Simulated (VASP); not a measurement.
Write the native input for VASP 6.6.1 that does the following.

* Task: single point
* Functional: BLYP
* Dispersion: D4
* Potentials or basis: VASP PAW PBE potentials, release 64 (O, Mg, S, H)
* Cutoff: 520 eV
* k mesh: 1 × 1 × 1
* Occupations: gaussian, width 0.01 eV
* Spin: no spin polarisation
* Further INCAR settings: ALGO = Fast; EDIFF = 1e-07; NBANDS = 16

The structure of OMgSH2 lies in POSCAR:

```
MgH2SO
1.0
   13.0000000000      0.0000000000      0.0000000000
    0.0000000000     13.0000000000      0.0000000000
    0.0000000000      0.0000000000     11.0000000000
O Mg S H
1 1 1 2
Cartesian
    5.1006000500      5.3931000500      6.1063500300
    6.1163000600      6.7135000400      5.5488500100
    7.3949999500      8.4755999900      4.8586499500
    4.6501999700      4.5664000200      6.2093499600
    8.3758000300      8.1872000600      5.7326500000
```

The input as run:

INCAR

```
SYSTEM = MgH2SO
PREC     = Accurate       ! precision mode
ENCUT    = 520            ! plane-wave cutoff, eV
EDIFF    = 1E-7           ! SCF threshold, eV
ISMEAR   = 0              ! smearing method
SIGMA    = 0.01           ! smearing width, eV
LREAL    = .False.        ! projectors in reciprocal space
LASPH    = .True.         ! aspherical terms in the spheres
NELM     = 60             ! most SCF steps
ALGO     = Fast           ! electronic algorithm
ISIF     = 2              ! what is computed and relaxed
LWAVE    = .False.        ! write WAVECAR
LCHARG   = .True.         ! write CHGCAR
GGA      = B5             ! functional
ALDAX    = 1.0          
AGGAX    = 1.0          
AGGAC    = 1.0          
ALDAC    = 0.0          
IVDW     = 13             ! dispersion correction
VDW_S6   = 1.0          
VDW_S8   = 2.34076671   
VDW_A1   = 0.44488865   
VDW_A2   = 4.0933009    
LELF     = .True.         ! ELF
LVHAR    = .True.       
LVACPOTAV= .True.       
NBANDS   = 16             ! bands
```

KPOINTS

```
Automatic mesh
0
Gamma
  1 1 1
  0 0 0
```

Potentials or basis: VASP PAW PBE potentials, release 64 (O, Mg, S, H).

Launch:

```bash
$ cat potpaw_PBE.64/O/POTCAR potpaw_PBE.64/Mg/POTCAR potpaw_PBE.64/S/POTCAR potpaw_PBE.64/H/POTCAR > POTCAR
$ mpirun -np 1 vasp_gam > vasp.out
```

Results of the run:

- Largest force: 0.692 eV/Å
- Gap between the frontier levels: 3.81 eV
- Dispersion energy per atom: -0.027 eV

Caveat: the PAW data sets were made with another functional, which shifts forces and pressure a little.

It took 11 min on 1 thread of Intel(R) Xeon(R) Platinum 8488C (Sapphire Rapids) (shared host), peak memory 1.4 GiB.
